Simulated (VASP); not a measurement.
VASP input:

**INCAR**
```
ALGO = Normal
EDIFF = 1E-7
EDIFFG = -0.01
ENCUT = 520
IBRION = 2
ISIF = 4
ISMEAR = 0
LASPH = .TRUE.
LCHARG = .FALSE.
LREAL = .FALSE.
LWAVE = .FALSE.
NELM = 100
NSW = 30
PREC = Accurate
SIGMA = 0.05
SYSTEM = MgF2
```

### KPOINTS
```
Automatic mesh
0
Gamma
5 5 7
0 0 0
```

**POSCAR**
```
MgF2
1
    4.6212441273     0.0000000000     0.0000000000
    0.0000000000     4.6212441273     0.0000000000
    0.0000000000     0.0000000000     3.0579901987
Mg F
2 4
Direct
  0.0000000000   0.0000000000   0.0000000000
  0.5000000000   0.5000000000   0.5000000000
  0.3027590810   0.3027590810   0.0000000000
  0.8027590810   0.1972409190   0.5000000000
  0.1972409190   0.8027590810   0.5000000000
  0.6972409190   0.6972409190   0.0000000000
```

POTCAR, in this order: Mg F (LDA.64 set). Program: vasp_std.

### Question
Write an equivalent input for Quantum ESPRESSO's pw.x.

### Answer
One equivalent input (not run):
```
&CONTROL
  calculation = 'vc-relax'
  pseudo_dir = './pseudo'
  outdir = './out'
  tprnfor = .true.
  tstress = .true.
  nstep = 30
  forc_conv_thr = 0.00039
/
&SYSTEM
  ibrav = 0
  nat = 6
  ntyp = 2
  ecutwfc = 84
  occupations = 'smearing'
  smearing = 'gaussian'
  degauss = 0.003675
  input_dft = 'pz'
/
&ELECTRONS
  conv_thr = 7.3e-09
  electron_maxstep = 100
/
&IONS
/
&CELL
  cell_dofree = 'shape'
/
ATOMIC_SPECIES
  Mg 24.305 Mg.upf
  F 18.998 F.upf
CELL_PARAMETERS angstrom
     4.6212441    0.0000000    0.0000000
     0.0000000    4.6212441    0.0000000
     0.0000000    0.0000000    3.0579902
ATOMIC_POSITIONS crystal
  Mg   0.0000000  0.0000000  0.0000000
  Mg   0.5000000  0.5000000  0.5000000
  F    0.3027591  0.3027591  0.0000000
  F    0.8027591  0.1972409  0.5000000
  F    0.1972409  0.8027591  0.5000000
  F    0.6972409  0.6972409  0.0000000
K_POINTS automatic
  5 5 7 0 0 0
```
The two are equivalent in intent, not identical: the potentials are each code's own (VASP's PAW set, PseudoDojo norm-conserving files in pw.x), so ENCUT and ecutwfc are chosen apart and not converted; conv_thr bounds pw.x's estimated SCF error, while EDIFF bounds the energy change between steps; forc_conv_thr acts on force components and is met together with etot_conv_thr.

The compound is MgF2 in the rutile structure. This cell is one point of a volume scan, at 1.06 of the reference volume. Symmetry was kept, so distortions that lower it aren't found.
